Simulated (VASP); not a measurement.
VASP ran on this input.

### INCAR
```
! general
SYSTEM   =  Rh
PREC     =  Accurate
ENCUT    =  500
LREAL    =  .FALSE.
LASPH    =  .TRUE.   ! aspherical one-centre terms

! electronic loop
EDIFF    =  1E-6   ! SCF stop (eV)
NELM     =  100
ALGO     =  Normal   ! blocked Davidson
LMAXMIX  =  4

! smearing
ISMEAR   =  1
SIGMA    =  0.1

! ions
IBRION   =  2   ! conjugate gradients
NSW      =  40
ISIF     =  3
EDIFFG   =  -0.02
PSTRESS  =  50

! output
LWAVE    =  .FALSE.
LCHARG   =  .FALSE.
```

**KPOINTS**
```
Regular mesh
0
gamma
 17 17 17
0 0 0
```

File POSCAR:
```
Rh
1
    0.0000000000     1.8692011754     1.8692011754
    1.8692011754     0.0000000000     1.8692011754
    1.8692011754     1.8692011754     0.0000000000
Rh
1
Direct
  0.0000000000   0.0000000000   0.0000000000
```

POTCAR, in this order: Rh_pv (LDA.64 set). Program: vasp_std.

Problem. Write an equivalent input for Quantum ESPRESSO's pw.x.

Solution. One equivalent input (not run):
```
&CONTROL
  calculation = 'vc-relax'
  pseudo_dir = './pseudo'
  outdir = './out'
  tprnfor = .true.
  tstress = .true.
  nstep = 40
  forc_conv_thr = 0.00078
/
&SYSTEM
  ibrav = 0
  nat = 1
  ntyp = 1
  ecutwfc = 88
  occupations = 'smearing'
  smearing = 'methfessel-paxton'
  degauss = 0.00735
  input_dft = 'pz'
/
&ELECTRONS
  conv_thr = 7.3e-08
  electron_maxstep = 100
/
&IONS
/
&CELL
  press = 50
/
ATOMIC_SPECIES
  Rh 102.906 Rh.upf
CELL_PARAMETERS angstrom
     0.0000000    1.8692012    1.8692012
     1.8692012    0.0000000    1.8692012
     1.8692012    1.8692012    0.0000000
ATOMIC_POSITIONS crystal
  Rh   0.0000000  0.0000000  0.0000000
K_POINTS automatic
  17 17 17 0 0 0
```
What does not carry over: the potentials are each code's own (VASP's PAW set, PseudoDojo norm-conserving files in pw.x), so ENCUT and ecutwfc are chosen apart and not converted; conv_thr bounds pw.x's estimated SCF error, while EDIFF bounds the energy change between steps; forc_conv_thr acts on force components and is met together with etot_conv_thr.

The compound is Rh in the fcc structure. It was relaxed first under an external pressure of 5 GPa.
